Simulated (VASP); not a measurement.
Data:

```xyz
4
Lattice="3.2534 0.0000 0.0000 -1.6267 2.8175 0.0000 0.0000 0.0000 8.1242" Properties=species:S:1:pos:R:3 pbc="T T T"
W      0.0000     0.0000     0.0000
W     -1.6267     2.8175     4.0621
Sb     0.0000     1.8783     2.0310
Sb     1.6267     0.9392     6.0931
```

All values below come from PBEsol GGA, VASP's PBE PAW potentials (set 64) (plane waves; VASP). Settings: 400 eV cut-off, Gaussian smearing of 0.050 eV, potentials W_sv Sb.

Task: Give the energies of bands 11 to 22 at the high-symmetry points, in eV from the Fermi level.

Result: 
```tsv
band	Γ	M	K	A	L	H
11	-8.46	-7.70	-6.39	-6.61	-7.04	-5.58
12	-4.19	-5.84	-5.52	-6.61	-7.04	-5.58
13	-3.03	-5.57	-5.52	-1.88	-4.36	-5.52
14	-1.75	-3.23	-4.25	-1.88	-4.36	-5.52
15	-1.75	-3.17	-4.25	-1.36	-2.80	-4.23
16	-1.35	-3.06	-4.02	-1.36	-2.80	-4.23
17	-0.94	-2.47	-1.77	-1.36	-1.76	-1.85
18	-0.94	-0.36	-1.77	-1.36	-1.76	-1.85
19	-0.03	-0.07	-0.33	0.17	0.87	1.39
20	-0.03	0.77	0.31	0.17	0.87	1.39
21	0.53	2.37	0.31	0.17	2.39	1.58
22	0.53	2.42	1.98	0.17	2.39	1.58
```

It has no gap at this level: it comes out as a metal or semimetal.

The structure was generated: WSb was put into the NiAs type type (P6_3/mmc), which need not be its known phase. It was relaxed first, which changed the volume by -44 %.
